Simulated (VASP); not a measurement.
Calculation: r2SCAN meta-GGA, VASP's PBE PAW potentials (set 64) (plane waves; VASP).

The input files of a VASP run:

### KPOINTS
```
Automatic mesh
0
Gamma
6 6 4
0 0 0
```

POSCAR:
```
CdS
1
    2.0858775257    -3.6128456773     0.0000000000
    2.0858775257     3.6128456773     0.0000000000
    0.0000000000     0.0000000000     6.7748669168
Cd S
2 2
Direct
  0.6666670000   0.3333330000   0.4999786628
  0.3333330000   0.6666670000   0.9999786628
  0.6666670000   0.3333330000   0.8770213372
  0.3333330000   0.6666670000   0.3770213372
```

INCAR:
```
SYSTEM  =  CdS
PREC  =  Accurate; ENCUT  =  520; LREAL  =  F
LASPH  =  T
EDIFF  =  1E-7; NELM  =  100; ALGO  =  Normal
LMAXMIX  =  4; LMIXTAU  =  T
ISMEAR  =  0; SIGMA  =  0.05
METAGGA  =  R2SCAN
IBRION  =  2; NSW  =  30; ISIF  =  4
EDIFFG  =  -0.01
LWAVE  =  F; LCHARG  =  F
```

POTCAR, in this order: Cd S (PBE.64 set). Program: vasp_std.

Problem. Estimate the energy per atom (σ→0), band gap (on the k-mesh).

Solution. 
- energy per atom (σ→0) = -14.845 eV/atom
- band gap (on the k-mesh) = 1.62 eV

File OSZICAR:
```
...
DAV:  26    -0.593813576765E+02   -0.18863E-04   -0.22714E-05   936   0.396E-02    0.121E-01
DAV:  27    -0.593813645169E+02   -0.68404E-05   -0.10998E-05   942   0.330E-02    0.574E-02
DAV:  28    -0.593813695878E+02   -0.50708E-05   -0.38130E-06  1074   0.139E-02    0.282E-02
DAV:  29    -0.593813688865E+02    0.70128E-06   -0.24328E-06   954   0.131E-02    0.959E-03
DAV:  30    -0.593813694234E+02   -0.53696E-06   -0.26127E-06  1050   0.846E-03    0.461E-03
DAV:  31    -0.593813696959E+02   -0.27248E-06   -0.24749E-07   820   0.530E-03    0.345E-03
DAV:  32    -0.593813696192E+02    0.76759E-07   -0.46683E-08   624   0.202E-03
   1 F= -.59381370E+02 E0= -.59381370E+02  d E =-.593814E+02
```

The compound is CdS in the wurtzite structure. It was relaxed first.
